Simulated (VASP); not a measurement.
InSe (space group R3m): computed properties

The numbers are results of PBEsol GGA, VASP's PBE PAW potentials (set 64) (plane waves; VASP), not measurements.

```yaml
space_group: R3m (160)
cell: a = b = 4.0073 Å, c = 25.3459 Å, α = β = 90.00°, γ = 120.00°
volume_per_atom: 29.37 Å^3/atom
band gap (over mesh and band path): 0.38 eV
smallest direct gap (over mesh and band path): 0.38 eV
band_edge_character: direct, T to T
density: 5.48 g/cm³
```

```xyz
4
Lattice="2.0037 1.1568 8.4486 -2.0037 1.1568 8.4486 0.0000 -2.3136 8.4486" Properties=species:S:1:pos:R:3 pbc="T T T"
In     0.0000     0.0000     2.8090
In     0.0000     0.0000     0.0346
Se     0.0000     0.0000    15.6515
Se     0.0000     0.0000    20.9862
```

Without a dispersion term in the relaxation, distances and binding between the weakly bound layers, chains or molecules are unreliable, and so is what depends on them. Unless said otherwise, spin-orbit coupling is left out, though it shifts the bands of the heavy elements here.

The structure comes from a computed database's InSe entry (R3m); how it stands against other phases isn't given here. It was relaxed first. Symmetry was kept, so distortions that lower it aren't found.
